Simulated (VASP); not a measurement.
A convergence study with VASP on SiC (zinc blende): one setting is varied, all else stays as given below, so the limit is that of these other settings.

```
CSi
1.0
    0.00000     2.18000     2.18000
    2.18000     0.00000     2.18000
    2.18000     2.18000     0.00000
Si C
1 1
Cartesian
  0.00000   0.00000   0.00000
  1.09000   1.09000   1.09000
```

Calculation: PBE GGA, VASP's PBE PAW potentials (set 64) (plane waves; VASP 6.6.1). The tightest run used: 700 eV cut-off, 16×16×16 Monkhorst-Pack mesh, Gaussian smearing of 0.050 eV, potentials Si C.

The reference is 16×16×16 mesh, which took about 50 core-seconds. Times come from single runs on busy shared machines, so they are rough: good to a factor of about 2.

Of the settings 1×1×1 mesh; 2×2×2 mesh; 3×3×3 mesh; 4×4×4 mesh; 5×5×5 mesh; 6×6×6 mesh; 7×7×7 mesh; 8×8×8 mesh; 9×9×9 mesh; 10×10×10 mesh; 11×11×11 mesh; 12×12×12 mesh; 13×13×13 mesh; 14×14×14 mesh; 15×15×15 mesh; 16×16×16 mesh, which is the lowest that keeps the difference from the reference in E (eV/atom) within 0.001 from there on, and what does it cost?

8×8×8 mesh; its cost over the reference is about 1/4.
```
setting        difference in E (eV/atom)  cost over the reference
-------------  -------------------------  -----------------------
1×1×1 mesh                        9.1079                about 1/8
2×2×2 mesh                        0.0615                about 1/8
3×3×3 mesh                        0.2515                about 1/7
4×4×4 mesh                        0.0005                about 1/7
5×5×5 mesh                        0.0176                about 1/7
6×6×6 mesh                        0.0000                about 1/6
7×7×7 mesh                        0.0017                about 1/6
8×8×8 mesh                        0.0000                about 1/4
9×9×9 mesh                        0.0002                about 1/5
10×10×10 mesh                     0.0000                about 1/3
11×11×11 mesh                     0.0000                about 1/4
12×12×12 mesh                     0.0000     within a factor of 2
13×13×13 mesh                     0.0000                about 1/3
14×14×14 mesh                     0.0000     within a factor of 2
15×15×15 mesh                     0.0000                about 1/2
16×16×16 mesh                     0.0000                reference
```

Left out are rungs that failed or repeat a setting and relaxations that didn't move; long series are thinned to 24 rows.

The compound is SiC in the zinc blende structure. The cell was not relaxed at this level.
